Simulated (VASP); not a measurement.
Computed with LDA (Ceperley-Alder, Perdew-Zunger), VASP's LDA PAW potentials (set 64) (plane waves; VASP).

VASP ran on this input.

INCAR:
```
PREC=Accurate
ISIF=3
IBRION=2   # conjugate gradients
NSW=40   # most ionic steps
LASPH=.TRUE.   # aspherical one-centre terms
ALGO=Normal   # blocked Davidson
ISMEAR=1
ENCUT=500   # plane-wave cut-off (eV)
LMAXMIX=4   # l cut-off of mixed one-centre charges
EDIFFG=-0.02
NELM=100
LCHARG=.FALSE.
SYSTEM=SnSe2
PSTRESS=100   # kbar
SIGMA=0.1   # width (eV)
EDIFF=1E-6   # SCF stop (eV)
LWAVE=.FALSE.
LREAL=.FALSE.
```

File KPOINTS:
```
kpoints
0
Gamma
  10 10 6
0 0 0
```

POSCAR:
```
SnSe2
1.0
  1.8561808513  -3.2150015837   0.0000000000
  1.8561808513   3.2150015837   0.0000000000
  0.0000000000   0.0000000000   5.2640748958
Sn Se
1 2
Direct
  0.0000000000   0.0000000000   1.0000000000
  0.3333330000   0.6666670000   0.3003447734
  0.6666670000   0.3333330000   0.6996552266
```

POTCAR, in this order: Sn_d Se (LDA.64 set). Program: vasp_std.

What VASP printed:

OSZICAR:
```
       N       E                     dE             d eps       ncg     rms          rms(c)
DAV:   1     0.192839522424E+03    0.19284E+03   -0.12547E+04  2481   0.181E+03
DAV:   2     0.591901091766E+01   -0.18692E+03   -0.18340E+03  2730   0.405E+02
DAV:   3    -0.131503956473E+02   -0.19069E+02   -0.18456E+02  3095   0.117E+02
DAV:   4    -0.137447722619E+02   -0.59438E+00   -0.59335E+00  2953   0.209E+01
DAV:   5    -0.137569150352E+02   -0.12143E-01   -0.12141E-01  3624   0.319E+00    0.647E+00
DAV:   6    -0.135559807099E+02    0.20093E+00   -0.42813E-01  3704   0.729E+00    0.407E+00
DAV:   7    -0.135243870683E+02    0.31594E-01   -0.13209E-01  2996   0.253E+00    0.920E-01
DAV:   8    -0.135222687637E+02    0.21183E-02   -0.99162E-03  3072   0.110E+00    0.263E-01
DAV:   9    -0.135220546331E+02    0.21413E-03   -0.12004E-03  2710   0.239E-01    0.689E-02
DAV:  10    -0.135220589200E+02   -0.42869E-05   -0.11137E-04  3299   0.864E-02    0.218E-02
DAV:  11    -0.135220601355E+02   -0.12156E-05   -0.94323E-06  2693   0.208E-02    0.608E-03
DAV:  12    -0.135220600073E+02    0.12821E-06   -0.62262E-07  1733   0.728E-03
   1 F= -.96006437E+01 E0= -.96007627E+01  d E =-.960064E+01
       N       E                     dE             d eps       ncg     rms          rms(c)
DAV:   1    -0.135282182919E+02   -0.61582E-02   -0.34807E-02  2512   0.180E+00    0.115E-01
DAV:   2    -0.135280660400E+02    0.15225E-03   -0.18535E-03  3240   0.431E-01    0.557E-02
DAV:   3    -0.135279944638E+02    0.71576E-04   -0.16386E-04  3059   0.204E-01    0.186E-02
DAV:   4    -0.135279887773E+02    0.56865E-05   -0.20096E-05  3919   0.568E-02    0.542E-03
DAV:   5    -0.135279881862E+02    0.59102E-06   -0.59716E-07  1543   0.905E-03
   2 F= -.96011847E+01 E0= -.96012981E+01  d E =-.540980E-03
       N       E                     dE             d eps       ncg     rms          rms(c)
DAV:   1    -0.135358383261E+02   -0.78495E-02   -0.61464E-02  2497   0.239E+00    0.153E-01
DAV:   2    -0.135355661592E+02    0.27217E-03   -0.32671E-03  3235   0.572E-01    0.739E-02
DAV:   3    -0.135354393013E+02    0.12686E-03   -0.29128E-04  3035   0.271E-01    0.246E-02
DAV:   4    -0.135354293363E+02    0.99650E-05   -0.35579E-05  3923   0.754E-02    0.725E-03
DAV:   5    -0.135354282937E+02    0.10427E-05   -0.10593E-06  1679   0.121E-02    0.275E-03
DAV:   6    -0.135354281603E+02    0.13333E-06   -0.44297E-07  1459   0.709E-03
   3 F= -.96014631E+01 E0= -.96015961E+01  d E =-.819382E-03
```

File OUTCAR:
```
------------------------ aborting loop because EDIFF is reached ----------------------------------------
  FORCE on cell =-STRESS in cart. coord.  units (eV):
  Direction    XX          YY          ZZ          XY          YZ          ZX
  --------------------------------------------------------------------------------------
  Total        3.8898157      3.8898221      3.9846340      0.0000000      0.0000000      0.0000000
  in kB       98.8777379     98.8779006    101.2879857      0.0000000      0.0000000      0.0000000
  external PRESSURE =      -0.3187920 kB  Pullay stress =     100.0000000 kB
  volume of cell :       63.03
      direct lattice vectors                 reciprocal lattice vectors
     1.858791240 -3.219523518  0.000000000     0.268992014 -0.155302484  0.000000000
     1.858791240  3.219523518 -0.000000000     0.268992014  0.155302484 -0.000000000
    -0.000000000  0.000000000  5.266097187    -0.000000000  0.000000000  0.189893951
 POSITION                                       TOTAL-FORCE (eV/Angst)
 -----------------------------------------------------------------------------------
      0.00000      0.00000     -0.00000         0.000000      0.000000      0.000000
      1.85879      1.07318      1.57249         0.000000     -0.000000     -0.008902
      1.85879     -1.07318      3.69360        -0.000000     -0.000000      0.008902
 -----------------------------------------------------------------------------------
    total drift:                                0.000000     -0.000000      0.000000
  FREE ENERGIE OF THE ION-ELECTRON SYSTEM (eV)
  ---------------------------------------------------
  free  energy   TOTEN  =       -13.5354281603 eV

  energy  without entropy=      -13.5358271645  energy(sigma->0) =      -13.53556116
  enthalpy is  TOTEN    =        -9.6014630669 eV   P V=        3.9339650934

 reached required accuracy - stopping structural energy minimisation
```
(Selected blocks of OUTCAR.)

File CONTCAR:
```
SnSe2
   1.00000000000000
     1.8587912400019171   -3.2195235175102002    0.0000000000000000
     1.8587912400019171    3.2195235175102002   -0.0000000000000000
    -0.0000000000000000    0.0000000000000000    5.2660971873452072
  Sn              Se
     1     2
Direct
     0.0000000000000000    0.0000000000000000    0.0000000000000000
     0.3333330000000032    0.6666669999999968    0.2986069781969108
     0.6666669999999968    0.3333330000000032    0.7013930218030892
```

The compound is SnSe2 in the 1T layered structure. This run relaxes it under an external pressure of 10 GPa. Symmetry was kept, so distortions that lower it aren't found.
